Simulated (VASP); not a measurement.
Output of a VASP run:

### OSZICAR
```
       N       E                     dE             d eps       ncg     rms          rms(c)
DAV:   1     0.206645001545E+03    0.20665E+03   -0.15033E+04  1248   0.102E+03
DAV:   2    -0.145384499397E+01   -0.20810E+03   -0.20232E+03  1414   0.282E+02
DAV:   3    -0.115949880858E+02   -0.10141E+02   -0.10095E+02  1446   0.634E+01
DAV:   4    -0.116674387147E+02   -0.72451E-01   -0.72402E-01  1424   0.507E+00
DAV:   5    -0.116678662009E+02   -0.42749E-03   -0.42746E-03  1414   0.368E-01    0.931E+00
DAV:   6    -0.109516808361E+02    0.71619E+00   -0.12202E+00  1498   0.109E+01    0.720E+00
DAV:   7    -0.109181901483E+02    0.33491E-01   -0.54901E-01  1318   0.377E+00    0.253E+00
DAV:   8    -0.109153828068E+02    0.28073E-02   -0.59505E-02  1300   0.242E+00    0.409E-01
DAV:   9    -0.109155365636E+02   -0.15376E-03   -0.74323E-03  1362   0.969E-01    0.117E-01
DAV:  10    -0.109156860652E+02   -0.14950E-03   -0.79732E-04  1332   0.303E-01    0.725E-02
DAV:  11    -0.109157756520E+02   -0.89587E-04   -0.18524E-04  1294   0.759E-02    0.284E-02
DAV:  12    -0.109157769490E+02   -0.12970E-05   -0.17008E-05  1500   0.420E-02    0.844E-03
DAV:  13    -0.109157786749E+02   -0.17259E-05   -0.76932E-06  1286   0.250E-02    0.260E-03
DAV:  14    -0.109157788576E+02   -0.18265E-06   -0.31744E-07   924   0.404E-03
   1 F= -.10915779E+02 E0= -.10915779E+02  d E =-.926242E-15
```

**OUTCAR**
```
------------------------ aborting loop because EDIFF is reached ----------------------------------------
  FORCE on cell =-STRESS in cart. coord.  units (eV):
  Direction    XX          YY          ZZ          XY          YZ          ZX
  --------------------------------------------------------------------------------------
  Total        2.0390684      2.0390681      2.0812467      0.0000000      0.0000000      0.0000000
  in kB       29.1042787     29.1042750     29.7063035      0.0000000      0.0000000      0.0000000
  external PRESSURE =      29.3049524 kB  Pullay stress =       0.0000000 kB
  volume of cell :      112.25
      direct lattice vectors                 reciprocal lattice vectors
     2.150000000 -3.723909000  0.000000000     0.232558140 -0.134267513  0.000000000
     2.150000000  3.723909000  0.000000000     0.232558140  0.134267513  0.000000000
     0.000000000  0.000000000  7.010000000     0.000000000  0.000000000  0.142653352
  FREE ENERGIE OF THE ION-ELECTRON SYSTEM (eV)
  ---------------------------------------------------
  free  energy   TOTEN  =       -10.9157788576 eV

  energy  without entropy=      -10.9157788576  energy(sigma->0) =      -10.91577886
```
(Selected blocks of OUTCAR.)

**POSCAR**
```
CdSe
1
    2.1500000000    -3.7239090000     0.0000000000
    2.1500000000     3.7239090000     0.0000000000
    0.0000000000     0.0000000000     7.0100000000
Cd Se
2 2
Direct
  0.6666670000   0.3333330000   0.5000000000
  0.3333330000   0.6666670000   0.0000000000
  0.6666670000   0.3333330000   0.8760000000
  0.3333330000   0.6666670000   0.3760000000
```

Reconstruct the remaining input files.

Several could match; the one computed here: the input of the run itself, PBE GGA, plane waves, VASP's PBE PAW potentials (set 64).

**KPOINTS**
```
kpoints
0
Gamma
 7 7 4
0 0 0
```

INCAR:
```
# general
SYSTEM  = CdSe
PREC    = Accurate
ENCUT   = 400   # plane-wave cut-off (eV)
LREAL   = .FALSE.
LASPH   = .TRUE.
NBANDS  = 26

# electronic loop
EDIFF   = 1E-6   # SCF stop (eV)
NELM    = 100   # most electronic steps
ALGO    = Normal   # blocked Davidson
LMAXMIX = 4

# smearing
ISMEAR  = 0
SIGMA   = 0.05

# functional
GGA     = PE   # PBE

# ions
ISIF    = 2

# output
LWAVE   = .FALSE.
LCHARG  = .FALSE.
```

POTCAR, in this order: Cd Se (PBE.64 set). Program: vasp_std.

The compound is CdSe in the wurtzite structure. The cell was not relaxed at this level. The run is one of a series of settings (NBANDS = 26 against the base run), some of them coarse on purpose.
